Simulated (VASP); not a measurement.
# Sr2MoO4 with PBEsol: from relaxation to properties, part 2 of 2

Wanted: the relaxed cell of Sr2MoO4 and its properties. The start is a computed cell from the Materials Project.

VASP 6.6.1; PBEsol, no spin polarisation; plane waves and PAW (Sr_sv, Mo_sv, O).

Still holding for the runs below: This run has no spin polarisation, although Mo can carry a moment.

So far. Step 5 (Band structure (PBEsol)): There is no gap at this level. Step 6 (Density of states (PBEsol)): The finer mesh and the other smearing move the Fermi level by +0.05 eV from the 6×6×6 run, a small shift, which tests the Fermi level alone. Of the states within 0.3 eV of the Fermi level, the largest shares in the PAW spheres are Mo d 65 % and O p 16 %. The rest lies in smaller channels or between the spheres. The relaxed cell has a = 3.880, c = 12.839 Å (conventional setting).

**7. Vibrations at Γ (PBEsol)**

Zone-centre modes test whether the atoms sit at a minimum within this cell. IBRION = 8 takes the force constants from linear response, which needs tightly converged orbitals.

The input, INCAR:

```
SYSTEM = Sr2MoO4
PREC = Accurate
ENCUT = 520
EDIFF = 1E-08
NELM = 100
ISMEAR = 1
SIGMA = 0.2
LREAL = .FALSE.
ALGO = Normal
GGA = PS
NBANDS = 36
LASPH = .TRUE.
LORBIT = 11
LWAVE = .FALSE.
LCHARG = .FALSE.
KPAR = 4
IBRION = 8
ISIF = 2
```

The input, POSCAR:

```
Sr2MoO4
1.0
    0.0000000000     -3.8797908571      0.0000000000
   -3.8797908571      0.0000000000      0.0000000000
    1.9398954285     -1.9398954285     -6.4195015169
Sr Mo O
2 1 4
Direct
    0.3510073136      0.6489926864      0.2979853728
    0.6489926864      0.3510073136      0.7020146272
    0.0000000000      0.0000000000      0.0000000000
    0.5000000000      0.0000000000      0.0000000000
    0.0000000000      0.5000000000      0.0000000000
    0.8367324828      0.1632675172      0.3265350344
    0.1632675172      0.8367324828      0.6734649656
```

The input, KPOINTS:

```
Automatic mesh
0
Gamma
8 8 8
0 0 0
```

PAW data sets: Sr_sv, Mo_sv and O (PBE family, release 64).

The run is started by

```
> mpirun -np 4 vasp_std
```

The job ended after 30 min (4 MPI ranks of AMD EPYC 7R13 (Zen 3), shared host; peak memory 4.3 GiB).

Energies printed during the response cycles are not total energies of the cell.

Numbers from this step:

```
bands                     : 36
irreducible k-points      : 59
pressure of the cell      : 0.1711 GPa
largest force of the cell : 0.07651 eV/Å
Fermi energy              : 6.066 eV
```

The modes at Γ (shares of kinetic energy by element, %):

| mode | frequency (cm⁻¹) | symmetry | Sr % | Mo % | O % |
| --- | --- | --- | --- | --- | --- |
| 1 | -0.5 | acoustic | 52 | 29 | 19 |
| 2 | -0.2 | acoustic | 52 | 29 | 19 |
| 3 | -0.2 | acoustic | 52 | 29 | 19 |
| 4 | 101.2 | Eg | 98 | 0 | 2 |
| 5 | 101.2 | Eg | 98 | 0 | 2 |
| 6 | 121.6 | Eu | 47 | 27 | 26 |
| 7 | 121.6 | Eu | 47 | 27 | 26 |
| 8 | 185.8 | A2u | 46 | 38 | 16 |
| 9 | 192.5 | A1g | 100 | 0 | 0 |
| 10 | 206.6 | Eg | 2 | 0 | 98 |
| 11 | 206.6 | Eg | 2 | 0 | 98 |
| 12 | 226.5 | Eu | 1 | 16 | 83 |
| 13 | 226.5 | Eu | 1 | 16 | 83 |
| 14 | 400.9 | Eu | 0 | 17 | 83 |
| 15 | 400.9 | Eu | 0 | 17 | 83 |
| 16 | 422.3 | Bu | 0 | 0 | 100 |
| 17 | 432.0 | A2u | 1 | 20 | 79 |
| 18 | 513.1 | A2u | 0 | 14 | 86 |
| 19 | 541.6 | A1g | 0 | 0 | 100 |
| 20 | 702.0 | Eu | 0 | 11 | 89 |
| 21 | 702.0 | Eu | 0 | 11 | 89 |

Displacements in mode 5 (101.2 cm⁻¹), the largest set to 1:
```
Sr1  0.92  1.00  0.00
Sr2 -0.92 -1.00  0.00
Mo3  0.00  0.00  0.00
O4   0.00  0.00  0.00
O5   0.00  0.00  0.00
O6  -0.31 -0.34  0.00
O7   0.31  0.34  0.00
```

Displacements in mode 18 (513.1 cm⁻¹), the largest set to 1:
```
Sr1  0.00  0.00  0.02
Sr2  0.00  0.00  0.02
Mo3  0.00  0.00 -0.25
O4   0.00  0.00  1.00
O5   0.00  0.00  1.00
O6   0.00  0.00 -0.39
O7   0.00  0.00 -0.39
```

The three acoustic modes lie within 0.5 cm⁻¹ of zero, and all others are real. By the characters of their eigenvectors the optical modes sort into (cm⁻¹) Raman active: Eg 101, A1g 192, Eg 207, A1g 542; infrared active: Eu 122, A2u 186, Eu 226, Eu 401, A2u 432, A2u 513, Eu 702; silent: Bu 422. B labels carry no number here, since it depends on the setting of the axes. With a centre of inversion no mode is active in both.

**8. Optical spectrum (PBEsol)**

LOPTICS sums transitions from filled to empty bands. The mesh is finer than in the run before. NBANDS is raised for it.

The input, INCAR:

```
SYSTEM = Sr2MoO4
PREC = Accurate
ENCUT = 520
EDIFF = 1E-06
NELM = 100
ISMEAR = 0
SIGMA = 0.05
LREAL = .FALSE.
ALGO = Normal
GGA = PS
NBANDS = 85
LASPH = .TRUE.
LORBIT = 11
LWAVE = .FALSE.
LCHARG = .FALSE.
KPAR = 4
LOPTICS = .TRUE.
NEDOS = 1500
CSHIFT = 0.1
```

POSCAR is that of step 7.

The input, KPOINTS:

```
Automatic mesh
0
Gamma
9 9 9
0 0 0
```

The run is started by

```
> mpirun -np 4 vasp_std
```

Wall time 2.3 min (4 MPI ranks); peak memory 3.9 GiB.

These are independent-particle spectra without excitons or local fields, and fine structure depends on the mesh and on CSHIFT. The intraband (Drude) part is not in this spectrum.

This step gave:

| Property | Result |
| --- | --- |
| bands | 85 |
| irreducible k-points | 75 |
| free energy (TOTEN) | -54.3546 eV |
| energy at zero smearing | -54.3539 eV |
| Fermi energy | 6.094 eV |
| pressure | 0.03441 GPa |

The imaginary dielectric function has structure finer than the step of the table below, so its rows give means over 1 eV, whole bins alone (the curve runs from 0 to 25.0 eV). Peaks (eV: height): xx 0.2: 20.2, 8.8: 6.84, 22.5: 3.53; zz 0.3: 2.39, 4.1: 4.69, 5.6: 5.03, 6.7: 6.79, 7.5: 9.22, 22.3: 3.65.

Imaginary dielectric function against photon energy; means over each step:

| photon energy (eV) | xx | zz |
| --- | --- | --- |
| 1 | 0.832 | 0.376 |
| 2 | 0.260 | 0.267 |
| 3 | 1.66 | 0.926 |
| 4 | 2.82 | 3.04 |
| 5 | 2.84 | 3.71 |
| 6 | 2.90 | 4.69 |
| 7 | 3.43 | 6.53 |
| 8 | 4.39 | 6.40 |
| 9 | 5.58 | 2.80 |
| 10 | 3.70 | 2.52 |
| 11 | 2.52 | 2.13 |
| 12 | 1.64 | 2.16 |
| 13 | 1.27 | 1.99 |
| 14 | 0.937 | 1.43 |
| 15 | 0.832 | 1.09 |
| 16 | 1.01 | 0.937 |
| 17 | 1.17 | 1.34 |
| 18 | 1.07 | 1.36 |
| 19 | 1.30 | 1.23 |
| 20 | 1.99 | 1.74 |
| 21 | 2.13 | 2.24 |
| 22 | 2.86 | 2.66 |
| 23 | 3.25 | 2.70 |
| 24 | 2.38 | 2.29 |

Table of real dielectric function by photon energy:

| photon energy (eV) | xx | zz |
| --- | --- | --- |
| 0 | 26.4 | 7.15 |
| 1 | 3.74 | 5.13 |
| 2 | 5.21 | 5.86 |
| 3 | 6.20 | 6.64 |
| 4 | 4.82 | 7.43 |
| 5 | 5.35 | 5.58 |
| 6 | 3.71 | 5.28 |
| 7 | 4.14 | 3.81 |
| 8 | 3.48 | -0.183 |
| 9 | 0.862 | -0.305 |
| 10 | -0.0924 | 0.725 |
| 11 | -0.237 | 0.478 |
| 12 | 0.188 | 0.919 |
| 13 | 0.149 | 0.195 |
| 14 | 0.742 | 0.461 |
| 15 | 1.28 | 0.734 |
| 16 | 1.43 | 1.16 |
| 17 | 1.38 | 1.20 |
| 18 | 1.53 | 1.46 |
| 19 | 1.98 | 1.38 |
| 20 | 1.92 | 2.10 |
| 21 | 1.60 | 0.918 |
| 22 | 1.74 | 1.79 |
| 23 | -0.147 | -0.324 |
| 24 | -1.06 | -0.126 |

Force by atom:

| atom | x (eV/Å) | y (eV/Å) | z (eV/Å) | size |
| --- | --- | --- | --- | --- |
| Sr1 | 0.0000 | 0.0000 | 0.0075 | 0.0075 |
| Sr2 | 0.0000 | 0.0000 | -0.0075 | 0.0075 |
| Mo3 | 0.0000 | 0.0000 | 0.0000 | 0.0000 |
| O4 | 0.0000 | 0.0000 | 0.0000 | 0.0000 |
| O5 | 0.0000 | 0.0000 | 0.0000 | 0.0000 |
| O6 | 0.0000 | 0.0000 | -0.0579 | 0.0579 |
| O7 | 0.0000 | 0.0000 | 0.0579 | 0.0579 |

**9. Ionic relaxation at fixed cell (PBEsol), changed input**

With the cell held (ISIF = 2), the atoms move to where the forces vanish. Some settings are moved from the usual, to see what they do.

The input, INCAR:

```
SYSTEM = Sr2MoO4
PREC = Accurate
ENCUT = 400
EDIFF = 1E-06
NELM = 100
ISMEAR = 0
SIGMA = 0.05
LREAL = .FALSE.
ALGO = Normal
GGA = PS
NBANDS = 36
LASPH = .TRUE.
LORBIT = 11
LWAVE = .FALSE.
LCHARG = .FALSE.
KPAR = 4
IBRION = 2
NSW = 60
ISIF = 2
EDIFFG = -0.01
```

POSCAR is that of step 8.

The input, KPOINTS:

```
Automatic mesh
0
Gamma
3 3 3
0 0 0
```

The run is started by

```
> mpirun -np 4 vasp_std
```

It took 18 s on 4 MPI ranks; peak memory 0.69 GiB.

The run converged; its settings lie outside those of the reference runs, so its numbers are set aside.

Settings moved from the usual: k-mesh = 3×3×3 and ENCUT = 400.

The mesh holds 6 irreducible points against 75. The cutoff falls from 520 to 400 eV, which shrinks the basis; the stress suffers most (Pulay stress), and PAW energies need not rise evenly as the basis shrinks.

**10. Outcome**

```json
{"relaxed volume": "13.80 Å³/atom", "relaxed conventional cell a, b, c": "3.880, 3.880, 12.839 Å", "space group after relaxing, within 0.02 Å": "I4/mmm (No. 139)", "band gap": "none, a metal", "DOS at the Fermi level": "2.38 states/eV/cell", "highest zone-centre mode": "702 cm⁻¹"}
```

In words: With PBEsol, Sr2MoO4 relaxes to 13.80 Å³/atom in space group I4/mmm (held by the symmetry of the run) and comes out as a metal. Band structure (PBEsol): Of the bands kept, 3 cross the Fermi level on this path. Vibrations at Γ (PBEsol): The highest mode in this list at Γ, 702.0 cm⁻¹, is mostly motion of O (89 % of the kinetic energy). Spin-orbit coupling is left out; it would split some degenerate bands. Magnetism was not tested. Modes at Γ alone can't show that the crystal is stable at other wave vectors. No search among competing phases was made, and a listed structure need not be the one stable at ambient conditions. All values are for a static lattice at zero temperature.

[Lines on the potential files, build, host, timing and source positions are cut from VASP's logs without a mark.]

[Logs are printed without paths, hosts, clocks, repeated set-up lines and the standing remarks that a program may print on its own settings, such as how far it seeks lower states.]

[Hosts, paths, dates, database ids (printed as entryN), source tags and the programs' standing remarks are cut or masked in the printed files.]

[A measured line is paired with the nearest computed mode of its activity, which favours agreement.]
